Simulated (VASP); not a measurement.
Level of theory: PBEsol GGA, VASP's PBE PAW potentials (set 64) (plane waves; VASP 6.6.1).

VASP ran on this input.

### KPOINTS
```
K-points
0
Gamma
8 8 8
```

**POSCAR**
```
Rb(PIr)2
7.5895130
 -0.2661707016   0.2661707016   0.9264482451
  0.2661707016  -0.2661707016   0.9264482451
  0.2661707016   0.2661707016  -0.9264482451
Rb P Ir
1 2 2
Cartesian
  0.0000000000   0.0000000000   0.0000000000
 -0.0000000000   0.0000000000   0.6348764534
  0.0000000000  -0.0000000000   1.2180200368
  0.0000000000   0.2661707016   0.4632241225
  0.2661707016   0.0000000000   0.4632241225
```

INCAR:
```
LWAVE = .FALSE.
LMAXMIX = 6
SIGMA = 0.1
LCHARG = .FALSE.
ISIF = 2
ISMEAR = -1   ! Fermi-Dirac
LREAL = .FALSE.   ! projection in real space or not
PREC = Accurate
EDIFF = 1E-6   ! SCF stop (eV)
SYSTEM = Rb(PIr)2
LASPH = .TRUE.   ! aspherical one-centre terms
NELM = 100   ! most electronic steps
GGA = PS
ALGO = Normal
ENCUT = 300   ! plane-wave cut-off (eV)
```

POTCAR, in this order: Rb_sv P Ir (PBE.64 set). Program: vasp_std.

Task: What will the output report for the number of irreducible k-points (NKPTS), largest plane-wave count, number of space-group operations, FFT grid (NGX, NGY, NGZ)?

Result: 
- number of irreducible k-points (NKPTS) = 59
- largest plane-wave count = 1372
- number of space-group operations = 16
- FFT grid (NGX, NGY, NGZ) = 48 × 48 × 48

The structure comes from a computed database's Ir2RbP2 entry; how it stands against other phases isn't given here. The cell was not relaxed at this level. The electron count is odd and the run is not spin-polarised, which forces a metal.
